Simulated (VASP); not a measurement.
Consider the following.

```xyz
5
Lattice="3.9525 0.0000 0.0000 0.0000 3.9525 0.0000 0.0000 0.0000 3.9525" Properties=species:S:1:pos:R:3 pbc="T T T"
Ba     0.0000     0.0000     0.0000
Ti     1.9763     1.9763     1.9763
O      1.9763     0.0000     1.9763
O      0.0000     1.9763     1.9763
O      1.9763     1.9763     0.0000
```

Calculation: LDA (Ceperley-Alder, Perdew-Zunger) with spin-orbit coupling, VASP's LDA PAW potentials (set 64) (plane waves; VASP). Run with 520 eV cut-off, 5×5×5 Γ-centred mesh, Gaussian smearing of 0.050 eV, potentials Ba_sv Ti_sv O.

Problem. Estimate the energy per atom (σ→0), band gap (over mesh and band path) with the smallest direct gap where there is one.

Solution. 
```
Property                                                Value
---------------------------------------------  --------------
band gap (over mesh and band path)                    1.70 eV
smallest direct gap (over mesh and band path)         1.76 eV
energy per atom (σ→0)                          -8.872 eV/atom
```

The absolute energy has meaning only against runs of the same code, potentials and settings.

The compound is BaTiO3 in the cubic perovskite structure, the ideal cubic form; the compound distorts at low or room temperature. It was relaxed first.
